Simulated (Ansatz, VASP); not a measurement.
## AlN (4H polytype (invented)) in two plane-wave programs

Aim: how closely do two programs agree when they are given the same cell, functional and k mesh? The cell is taken from a series of runs on this material, whose earlier steps may have relaxed, scaled, displaced or heated it; both programs get it as it stands.

Program: Ansatz 0.2.0. Level of theory: plane waves, with VASP 6.6.1 beside it; r2SCAN. Results are calculated unless marked as measured.

**1. The starting structure**

Symmetry: P6_3mc, No. 186, hexagonal system. The conventional cell has a = 3.097 Å, b = 3.097 Å, c = 10.033 Å, α = 90.00°, β = 90.00°, γ = 120.00°. Nearest to Al lie 4 N at 1.89 Å. Nearest to Al lie 4 N at 1.89 to 1.90 Å. Nearest to N lie 4 Al at 1.89 Å. Nearest to N lie 4 Al at 1.89 to 1.90 Å. Farther neighbours and most contacts between anions are not listed.

**2. Ansatz: single point, r2SCAN**

Ansatz runs on its PAW soft_1 files.

A single point takes one fixed geometry, so differences don't come from the geometry; what else differs is listed under the comparison.

File input.yaml:

```yaml
crystal:
  lattice:
    - [3.0969205375, 0.0, 0.0]
    - [-1.5484602688, 2.682011859, 0.0]
    - [0.0, 0.0, 10.0330569122]
  atoms:
    - { symbol: Al, position: [0.6666666667, 0.3333333333, -0.0001639948] }
    - { symbol: Al, position: [0.0, 0.0, 0.2487333942] }
    - { symbol: Al, position: [0.3333333333, 0.6666666667, 0.4998360052] }
    - { symbol: Al, position: [0.0, 0.0, 0.7487333942] }
    - { symbol: "N", position: [0.6666666667, 0.3333333333, 0.1882189554] }
    - { symbol: "N", position: [0.0, 0.0, 0.4382116453] }
    - { symbol: "N", position: [0.3333333333, 0.6666666667, 0.6882189554] }
    - { symbol: "N", position: [0.0, 0.0, 0.9382116453] }
kpoints:
  mp_grid: { grid: [9, 9, 2] }
hamiltonian:
  xc: r2scan
  pseudopotentials: { kind: paw, azcp: { folder: soft_1 } }
scf:
  occupations: { method: gaussian, width: 0.01 }
  n_extra_bands: 14
output:
  eigenvalues: true
  eigenstates:
    kpoints:
      - [0.0, -0.5, 0.0]
      - [0.003943122, -0.501971561, 0.0]
      - [0.0, -0.496585156, 0.0]
      - [0.0, -0.5, 0.012774485]
      - [0.002788208, -0.498979445, 0.0]
      - [0.002788208, -0.503808763, 0.0]
      - [0.002788208, -0.501394104, 0.009032925]
      - [0.002788208, -0.501394104, -0.009032925]
      - [0.0, -0.497585341, 0.009032925]
      - [0.0, -0.497585341, -0.009032925]
      - [0.002276562, -0.49916672, 0.007375352]
      - [0.002276562, -0.49916672, -0.007375352]
      - [0.002276562, -0.503109842, 0.007375352]
      - [-0.002276562, -0.496890158, 0.007375352]
      - [-0.003943122, -0.498028439, 0.0]
      - [0.0, -0.503414844, 0.0]
      - [0.0, -0.5, -0.012774485]
      - [-0.002788208, -0.501020555, 0.0]
      - [-0.002788208, -0.496191237, 0.0]
      - [-0.002788208, -0.498605896, -0.009032925]
      - [-0.002788208, -0.498605896, 0.009032925]
      - [0.0, -0.502414659, -0.009032925]
      - [0.0, -0.502414659, 0.009032925]
      - [-0.002276562, -0.50083328, -0.007375352]
      - [-0.002276562, -0.50083328, 0.007375352]
      - [-0.002276562, -0.496890158, -0.007375352]
      - [0.002276562, -0.503109842, -0.007375352]
      - [0.014786706, -0.507393353, 0.0]
      - [0.0, -0.487194337, 0.0]
      - [0.0, -0.5, 0.047904318]
      - [0.01045578, -0.496172919, 0.0]
      - [0.01045578, -0.514282862, 0.0]
      - [0.01045578, -0.50522789, 0.033873468]
      - [0.01045578, -0.50522789, -0.033873468]
      - [0.0, -0.490945029, 0.033873468]
      - [0.0, -0.490945029, -0.033873468]
      - [0.008537109, -0.496875201, 0.027657571]
      - [0.008537109, -0.496875201, -0.027657571]
      - [0.008537109, -0.511661908, 0.027657571]
      - [-0.008537109, -0.488338092, 0.027657571]
      - [-0.014786706, -0.492606647, 0.0]
      - [0.0, -0.512805663, 0.0]
      - [0.0, -0.5, -0.047904318]
      - [-0.01045578, -0.503827081, 0.0]
      - [-0.01045578, -0.485717138, 0.0]
      - [-0.01045578, -0.49477211, -0.033873468]
      - [-0.01045578, -0.49477211, 0.033873468]
      - [0.0, -0.509054971, -0.033873468]
      - [0.0, -0.509054971, 0.033873468]
      - [-0.008537109, -0.503124799, -0.027657571]
      - [-0.008537109, -0.503124799, 0.027657571]
      - [-0.008537109, -0.488338092, -0.027657571]
      - [0.008537109, -0.511661908, -0.027657571]
      - [0.0, 0.0, 0.0]
      - [0.003943122, -0.001971561, 0.0]
      - [0.0, 0.003414844, 0.0]
      - [0.0, 0.0, 0.012774485]
      - [0.002788208, 0.001020555, 0.0]
      - [0.002788208, -0.003808763, 0.0]
      - [0.002788208, -0.001394104, 0.009032925]
      - [0.002788208, -0.001394104, -0.009032925]
      - [0.0, 0.002414659, 0.009032925]
      - [0.0, 0.002414659, -0.009032925]
      - [0.002276562, 0.00083328, 0.007375352]
      - [0.002276562, 0.00083328, -0.007375352]
      - [0.002276562, -0.003109842, 0.007375352]
      - [-0.002276562, 0.003109842, 0.007375352]
      - [-0.003943122, 0.001971561, 0.0]
      - [0.0, -0.003414844, 0.0]
      - [0.0, 0.0, -0.012774485]
      - [-0.002788208, -0.001020555, 0.0]
      - [-0.002788208, 0.003808763, 0.0]
      - [-0.002788208, 0.001394104, -0.009032925]
      - [-0.002788208, 0.001394104, 0.009032925]
      - [0.0, -0.002414659, -0.009032925]
      - [0.0, -0.002414659, 0.009032925]
      - [-0.002276562, -0.00083328, -0.007375352]
      - [-0.002276562, -0.00083328, 0.007375352]
      - [-0.002276562, 0.003109842, -0.007375352]
      - [0.002276562, -0.003109842, -0.007375352]
      - [0.014786706, -0.007393353, 0.0]
      - [0.0, 0.012805663, 0.0]
      - [0.0, 0.0, 0.047904318]
      - [0.01045578, 0.003827081, 0.0]
      - [0.01045578, -0.014282862, 0.0]
      - [0.01045578, -0.00522789, 0.033873468]
      - [0.01045578, -0.00522789, -0.033873468]
      - [0.0, 0.009054971, 0.033873468]
      - [0.0, 0.009054971, -0.033873468]
      - [0.008537109, 0.003124799, 0.027657571]
      - [0.008537109, 0.003124799, -0.027657571]
      - [0.008537109, -0.011661908, 0.027657571]
      - [-0.008537109, 0.011661908, 0.027657571]
      - [-0.014786706, 0.007393353, 0.0]
      - [0.0, -0.012805663, 0.0]
      - [0.0, 0.0, -0.047904318]
      - [-0.01045578, -0.003827081, 0.0]
      - [-0.01045578, 0.014282862, 0.0]
      - [-0.01045578, 0.00522789, -0.033873468]
      - [-0.01045578, 0.00522789, 0.033873468]
      - [0.0, -0.009054971, -0.033873468]
      - [0.0, -0.009054971, 0.033873468]
      - [-0.008537109, -0.003124799, -0.027657571]
      - [-0.008537109, -0.003124799, 0.027657571]
      - [-0.008537109, 0.011661908, -0.027657571]
      - [0.008537109, -0.011661908, -0.027657571]
      - [0.0, 0.0, 0.0]
      - [0.003943122, -0.001971561, 0.0]
      - [0.0, 0.003414844, 0.0]
      - [0.0, 0.0, 0.012774485]
      - [0.002788208, 0.001020555, 0.0]
      - [0.002788208, -0.003808763, 0.0]
      - [0.002788208, -0.001394104, 0.009032925]
      - [0.002788208, -0.001394104, -0.009032925]
      - [0.0, 0.002414659, 0.009032925]
      - [0.0, 0.002414659, -0.009032925]
      - [0.002276562, 0.00083328, 0.007375352]
      - [0.002276562, 0.00083328, -0.007375352]
      - [0.002276562, -0.003109842, 0.007375352]
      - [-0.002276562, 0.003109842, 0.007375352]
      - [-0.003943122, 0.001971561, 0.0]
      - [0.0, -0.003414844, 0.0]
      - [0.0, 0.0, -0.012774485]
      - [-0.002788208, -0.001020555, 0.0]
      - [-0.002788208, 0.003808763, 0.0]
      - [-0.002788208, 0.001394104, -0.009032925]
      - [-0.002788208, 0.001394104, 0.009032925]
      - [0.0, -0.002414659, -0.009032925]
      - [0.0, -0.002414659, 0.009032925]
      - [-0.002276562, -0.00083328, -0.007375352]
      - [-0.002276562, -0.00083328, 0.007375352]
      - [-0.002276562, 0.003109842, -0.007375352]
      - [0.002276562, -0.003109842, -0.007375352]
      - [0.014786706, -0.007393353, 0.0]
      - [0.0, 0.012805663, 0.0]
      - [0.0, 0.0, 0.047904318]
      - [0.01045578, 0.003827081, 0.0]
      - [0.01045578, -0.014282862, 0.0]
      - [0.01045578, -0.00522789, 0.033873468]
      - [0.01045578, -0.00522789, -0.033873468]
      - [0.0, 0.009054971, 0.033873468]
      - [0.0, 0.009054971, -0.033873468]
      - [0.008537109, 0.003124799, 0.027657571]
      - [0.008537109, 0.003124799, -0.027657571]
      - [0.008537109, -0.011661908, 0.027657571]
      - [-0.008537109, 0.011661908, 0.027657571]
      - [-0.014786706, 0.007393353, 0.0]
      - [0.0, -0.012805663, 0.0]
      - [0.0, 0.0, -0.047904318]
      - [-0.01045578, -0.003827081, 0.0]
      - [-0.01045578, 0.014282862, 0.0]
      - [-0.01045578, 0.00522789, -0.033873468]
      - [-0.01045578, 0.00522789, 0.033873468]
      - [0.0, -0.009054971, -0.033873468]
      - [0.0, -0.009054971, 0.033873468]
      - [-0.008537109, -0.003124799, -0.027657571]
      - [-0.008537109, -0.003124799, 0.027657571]
      - [-0.008537109, 0.011661908, -0.027657571]
      - [0.008537109, -0.011661908, -0.027657571]
basis:
  ecutwfc: 600.0
checkpoint:
  read: start.run
  write: ck
  compress: false
  write_wavefunctions: false
  write_every: 100000
```

Run with:

```sh
ansatz run input.yaml --threads 4 --pin off --max-ram 10240MiB --backend cpu --events-out ev --progress --plain --runs-dir out
```

Numbers of over 12 decimals in the logs are rounded to 6 here.

Output:

```text
scf.n_extra_bands = 14 over 16 filled bands (N_el = 32.0): the run solves 30 bands
Engine: ansatz 0.2.0, x86_64-unknown-linux-gnu
Pseudopotentials: kind: paw
Pseudopotential: Al, paw, valence charge 3, recommended cutoff 500 eV (meta_gga), soft_1/Al.paw.azcp
Pseudopotential: N, paw, valence charge 5, recommended cutoff 500 eV (meta_gga), soft_1/N.paw.azcp
Functional definition: r2SCAN
  parameter k0 = 0.174
  parameter k1 = 0.065
  parameter a1 = 4.9479
  exchange = r2scan_x(k0 = k0, k1 = k1, a1 = a1)
  correlation = r2scan_c
Crystal: 8 atoms, lattice volume = 83.334 Å³
Basis set: ecut = 600 eV, 2789 PW (Γ), exchange–correlation on 100×100×324 points (64 copies of the dense FFT grid, shifted against one another)
Bands: 30, of which v1, the nominal top of the filled ones, is band 16 counted from 1 (15 counted from 0)
Symmetry: 12 space group operations
Space group: P63mc (ITA 186), of the structure as read, at distance tolerance 4.4e-5 Å
k-points: 24 of 162
Non-local potential: Al, projectors of the file, l = 0: 2, l = 1: 2, l = 2: 1
Non-local potential: N, projectors of the file, l = 0: 2, l = 1: 2, l = 2: 1
PAW form: soft (Blöchl's): semilocal exchange-correlation on the pseudo side does not see the compensation charge
PAW frozen core: Al, regenerated for the run's functional (the file was generated under x = pbe(κ = 0.804, μ = 0.219515), c = pbe(β = 0.066725))
PAW frozen core: N, regenerated for the run's functional (the file was generated under x = pbe(κ = 0.804, μ = 0.219515), c = pbe(β = 0.066725))
PAW one-centre angular grid: Al, 302 points (default); XC on 160 Gauss nodes
PAW one-centre angular grid: N, 302 points (default); XC on 160 Gauss nodes
Initial density: read from a saved state, or passed on in memory by an earlier SCF of this step, an earlier step, the calling program or the single point that the run made first
Initial wavefunctions: pseudopotential atomic-orbital guess
Functional: x = r2scan, c = r2scan; τ floored in thin density (d = 2e-4 eV/Å³)
iter 1 solved again at ethr=4.39e-8 eV; its pass at ethr=3.10e-3 eV (dr2=1.40e-5 eV) is discarded
SCF iter   1: F=—  HF=-3713.851222 eV  |F-HF|=—  |Δ(HF+E_count)|=         —  Δρ=8.64e-8  dr2=2.47e-12  dr2_τ=4.03e-13  ethr=4.39e-8  ⟨swp⟩=3.5  Hψ=5935  notcnv=0
eigensolver tolerance schedule: the retry pair's looser diagonalisation over-reported the residual by 5686624.16 of it (diagonalisation noise at an unbounded share of the residual, at the tolerance the schedule requests for it); recorded, not acted on — ethr = c·dr2/N_el stays at c = 1.0e-1
preconditioner: auto → none  [insulator: Δε(μ)=4.789 eV  Ē_g=15.972 eV  σ=0.010 eV  W_gap=1.00  n_scr=6 (ndim 8)  ℏωp=23.0 eV  f_vac=0.000  D(μ)=0.00/eV (n_scr^D=0)  ε∞_Penn≈3.1]
SCF iter   2: F=-3713.851222 eV  HF=-3713.851222 eV  |F-HF|=0.00e0  |Δ(HF+E_count)|=   4.59e-8  Δρ=4.80e-8  dr2=1.40e-12  dr2_τ=2.55e-13  ethr=1.00e-12  ⟨swp⟩=4.9  Hψ=2251  notcnv=0
SCF 1 converged in 2 iterations: F = -3713.851222 eV  dr2 = 1.40e-12
  greatest PAW one-centre occupation: 0.797 electrons in one spin orbital (limit 2), on the N atom at site 4 (counted from 0), in its partial waves of l = 0
NSCF: frozen V_eff on 159 k-points
SCF converged after 2 iterations
Free energy (F): -3713.851222 eV
Harris-Foulkes:  -3713.851222 eV  (|F-HF|=0.00e0)
Internal energy: -3713.851222 eV  (E = F + TS)
E sigma→0 (E₀):  -3713.851222 eV
Fermi energy:    9.183642 eV
--- Per-component energies (eV) ---
  E_band       = 45.672618
  E_kinetic    = 631.124498
  E_local      = -841.497087  (includes V_loc(G=0)·N_el)
  E_nonlocal   = 174.290992
  E_hartree    = 313.258726
  E_xc         = -385.203943
  E_vxc        = -471.551536  (∫ρ·V_xc dr)
  E_paw        = -2419.882602  (= ΣΔE_a)
  E_vpaw       = -98.366734  (= ΣTr[D̂ρ^β])
  E_aug_tail   = 0.000061  (compensation charges beyond the density's cutoff)
  E_vtau       = 25.154999  (kinetic-family band-sum trace: ∫τ·v_τ [+ j·A + Jᵃ·Aᵃ] dr)
  E_ewald      = -1185.583175
  E_core_change = -0.358692  (= ΣΔE_core)
  E_smearing   = -0.000000  (= −TS)
  E_closure    = 0.000000  (closes the sum)
  Σ components = -3713.851222   (vs F -3713.851222, Δ=0.00e0)
--- Band table (eV; the first three rows and the last of 24) ---
  k-point 0: bands = [... 12 lower, 6.4294, 6.6914, 6.6914, 6.7890, 11.6420, 13.8656, 14.1413, 14.6605, ... 10 higher]
  k-point 1: bands = [... 12 lower, 6.6036, 6.6036, 6.6036, 6.6036, 12.6027, 12.6027, 14.6196, 14.6196, ... 10 higher]
  k-point 2: bands = [... 12 lower, 6.2462, 6.2945, 6.6683, 6.7268, 12.3493, 14.1713, 14.4640, 15.2730, ... 10 higher]
  k-point 23: bands = [... 12 lower, 5.3583, 5.3583, 5.4868, 5.4868, 13.0978, 13.0978, 15.1735, 15.1735, ... 10 higher]
```

(Continued in part 2 of 2.)

[Lines on the potential files, build, host, timing and source positions are cut from VASP's logs without a mark.]

[Logs are printed without paths, hosts, clocks, repeated set-up lines and the standing remarks that a program may print on its own settings, such as how far it seeks lower states.]

[Hosts, paths, dates, database ids (printed as entryN), source tags and the programs' standing remarks are cut or masked in the printed files.]
